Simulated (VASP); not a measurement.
Level of theory: LDA (Ceperley-Alder, Perdew-Zunger) with spin-orbit coupling, VASP's LDA PAW potentials (set 64) (plane waves; VASP 6.6.1).

A VASP calculation is set up with these files.

INCAR:
```
ISIF = 2   ! forces and stress, cell fixed
SYSTEM = SrPd5
LMAXMIX = 4   ! l cut-off of mixed one-centre charges
LORBIT = 11   ! lm-projected
NELM = 100   ! most electronic steps
LREAL = F   ! projection in real space or not
LWAVE = F
SIGMA = 0.1
EDIFF = 1E-6   ! SCF stop (eV)
MAGMOM = 18*0.0
LNONCOLLINEAR = T
GGA_COMPAT = F
ALGO = Normal   ! blocked Davidson
ENCUT = 300
ISMEAR = 0   ! Gaussian
LASPH = T
PREC = Accurate
LSORBIT = T
LCHARG = F
```

File POSCAR:
```
SrPd5
1
    5.3830000000     0.0000000000     0.0000000000
   -2.6915000000     4.6618150000     0.0000000000
    0.0000000000     0.0000000000     4.3920000000
Pd Sr
5 1
Direct
  0.3333330000   0.6666670000   0.0000000000
  0.6666670000   0.3333330000   0.0000000000
  0.5000000000   0.0000000000   0.5000000000
  0.5000000000   0.5000000000   0.5000000000
  0.0000000000   0.5000000000   0.5000000000
  0.0000000000   0.0000000000   0.0000000000
```

KPOINTS:
```
K-points
0
G
7 7 7
```

POTCAR, in this order: Pd Sr_sv (LDA.64 set). Program: vasp_ncl.

The resulting files:

File OUTCAR:
```
 ion  position               nearest neighbor table
   1  0.333  0.667  0.000-   5 2.69   5 2.69   3 2.69   3 2.69   4 2.69   4 2.69   6 3.11   2 3.11
                             2 3.11   6 3.11   6 3.11   2 3.11
   2  0.667  0.333  0.000-   5 2.69   5 2.69   3 2.69   3 2.69   4 2.69   4 2.69   6 3.11   1 3.11
                             1 3.11   6 3.11   6 3.11   1 3.11
   3  0.500  0.000  0.500-   1 2.69   2 2.69   1 2.69   2 2.69   4 2.69   5 2.69   4 2.69   5 2.69
                             6 3.47   6 3.47   6 3.47   6 3.47
   4  0.500  0.500  0.500-   1 2.69   2 2.69   1 2.69   2 2.69   5 2.69   5 2.69   3 2.69   3 2.69
                             6 3.47   6 3.47   6 3.47   6 3.47
   5  0.000  0.500  0.500-   1 2.69   2 2.69   1 2.69   2 2.69   4 2.69   4 2.69   3 2.69   3 2.69
                             6 3.47   6 3.47   6 3.47   6 3.47
   6  0.000  0.000  0.000-   1 3.11   2 3.11   2 3.11   1 3.11   2 3.11   1 3.11   3 3.47   3 3.47
                             3 3.47   3 3.47   5 3.47   5 3.47   5 3.47   4 3.47   4 3.47   5 3.47
  LATTYP: Found a hexagonal cell.
 ALAT       =     5.3830000000
 C/A-ratio  =     0.8159019134
 Subroutine PRICEL returns:
 Original cell was already a primitive cell.
 Subroutine GETGRP returns: Found 24 space group operations
The static configuration has the point symmetry D_6h.
The dynamic configuration has the point symmetry D_6h.
The overall configuration has the point symmetry D_6h.
 Subroutine INISYM returns: Found 24 space group operations
 Subroutine IBZKPT returns following result:
 Found     32 irreducible k-points:
...
```

File OSZICAR:
```
       N       E                     dE             d eps       ncg     rms          rms(c)
DAV:   1     0.288439756351E+03    0.28844E+03   -0.21815E+04  4608   0.105E+03
DAV:   2    -0.228662359902E+02   -0.31131E+03   -0.29631E+03  4960   0.289E+02
DAV:   3    -0.379953882445E+02   -0.15129E+02   -0.14633E+02  6096   0.565E+01
DAV:   4    -0.385286178286E+02   -0.53323E+00   -0.53180E+00  6368   0.903E+00
DAV:   5    -0.385419731676E+02   -0.13355E-01   -0.13354E-01  6072   0.123E+00    0.384E+01
DAV:   6    -0.371566535531E+02    0.13853E+01   -0.10324E+01  4968   0.217E+01    0.170E+01
DAV:   7    -0.371848033583E+02   -0.28150E-01   -0.49764E+00  5136   0.220E+01    0.118E+01
DAV:   8    -0.367980437318E+02    0.38676E+00   -0.20201E+00  4848   0.175E+01    0.597E+00
DAV:   9    -0.367475242092E+02    0.50520E-01   -0.28437E-01  5400   0.573E+00    0.188E+00
DAV:  10    -0.367415044350E+02    0.60198E-02   -0.28261E-02  5528   0.141E+00    0.397E-01
DAV:  11    -0.367415263028E+02   -0.21868E-04   -0.23961E-03  5592   0.270E-01    0.129E-01
DAV:  12    -0.367415408586E+02   -0.14556E-04   -0.22679E-04  5192   0.940E-02    0.410E-02
DAV:  13    -0.367415450547E+02   -0.41961E-05   -0.26342E-05  5416   0.353E-02    0.227E-02
DAV:  14    -0.367415447003E+02    0.35442E-06   -0.20389E-06  4112   0.790E-03
   1 F= -.36741545E+02 E0= -.36724239E+02  d E =-.346124E-01  mag=     0.0000     0.0000    -0.0000
```

**OUTCAR**
```
------------------------ aborting loop because EDIFF is reached ----------------------------------------
  FORCE on cell =-STRESS in cart. coord.  units (eV):
  Direction    XX          YY          ZZ          XY          YZ          ZX
  --------------------------------------------------------------------------------------
  Total       -3.8511555     -3.8511559     -4.9183363      0.0000000      0.0000000      0.0000000
  in kB      -55.9834800    -55.9834861    -71.4968751      0.0000000      0.0000000      0.0000000
  external PRESSURE =     -61.1546137 kB  Pullay stress =       0.0000000 kB
  volume of cell :      110.22
      direct lattice vectors                 reciprocal lattice vectors
     5.383000000  0.000000000  0.000000000     0.185770017  0.107254363  0.000000000
    -2.691500000  4.661815000  0.000000000     0.000000000  0.214508727  0.000000000
     0.000000000  0.000000000  4.392000000     0.000000000  0.000000000  0.227686703
 POSITION                                       TOTAL-FORCE (eV/Angst)
 -----------------------------------------------------------------------------------
     -0.00000      3.10788      0.00000        -0.000000      0.000000      0.000000
      2.69150      1.55394      0.00000         0.000000      0.000000     -0.000000
      2.69150      0.00000      2.19600         0.000000      0.000000      0.000000
      1.34575      2.33091      2.19600         0.000000      0.000000      0.000000
     -1.34575      2.33091      2.19600         0.000000      0.000000      0.000000
      0.00000      0.00000      0.00000         0.000000      0.000000      0.000000
 -----------------------------------------------------------------------------------
    total drift:                               -0.000000      0.000000      0.000000
  FREE ENERGIE OF THE ION-ELECTRON SYSTEM (eV)
  ---------------------------------------------------
  free  energy   TOTEN  =       -36.7415447003 eV

  energy  without entropy=      -36.7069323010  energy(sigma->0) =      -36.72423850

 total charge

# of ion       s       p       d       tot
------------------------------------------
    1        0.519   0.400   8.520   9.439
    2        0.519   0.400   8.520   9.439
    3        0.546   0.434   8.459   9.440
    4        0.546   0.434   8.459   9.440
    5        0.546   0.434   8.459   9.440
    6        2.023   5.779   0.231   8.033
--------------------------------------------------
tot          4.701   7.882  42.648  55.231

 magnetization (x)

# of ion       s       p       d       tot
------------------------------------------
    1        0.000   0.000   0.000   0.000
    2        0.000   0.000   0.000   0.000
    3       -0.000   0.000  -0.000  -0.000
    4       -0.000   0.000   0.000  -0.000
    5        0.000   0.000   0.000   0.000
    6        0.000  -0.000   0.000   0.000
--------------------------------------------------
tot         -0.000   0.000   0.000   0.000

 magnetization (y)

# of ion       s       p       d       tot
------------------------------------------
    1        0.000   0.000   0.000   0.000
    2        0.000   0.000   0.000   0.000
    3        0.000  -0.000   0.000   0.000
    4        0.000  -0.000  -0.000  -0.000
    5        0.000   0.000   0.000   0.000
    6        0.000   0.000   0.000   0.000
--------------------------------------------------
tot          0.000  -0.000   0.000   0.000

 magnetization (z)

# of ion       s       p       d       tot
------------------------------------------
    1        0.000   0.000   0.000   0.000
    2        0.000   0.000   0.000   0.000
    3        0.000   0.000   0.000   0.000
    4        0.000   0.000   0.000   0.000
    5        0.000   0.000  -0.000  -0.000
    6        0.000   0.000   0.000   0.000
--------------------------------------------------
tot          0.000   0.000   0.000   0.000

 Ion:    1  E_soc:     -0.0742077

 Ion:    2  E_soc:     -0.0742077

 Ion:    3  E_soc:     -0.0760412

 Ion:    4  E_soc:     -0.0760412

 Ion:    5  E_soc:     -0.0760412

 Ion:    6  E_soc:     -0.1979372
```
(Selected blocks of OUTCAR.)

At this cut-off the stress carries a Pulay error, which pulls relaxed volumes low.

The structure comes from a measured SrPd5 entry of the Crystallography Open Database, whose conditions weren't checked. The cell was not relaxed at this level. The run is one of a series of settings (GGA_COMPAT = .FALSE., LNONCOLLINEAR = .TRUE., LSORBIT = .TRUE., MAGMOM = 0.0 0.0 0.0 0.0 0.0 0.0 0.0 0.0 0.0 0.0 0.0 0.0 0.0 0.0 0.0 0.0 0.0 0.0, program vasp_ncl against the base run), some of them coarse on purpose.
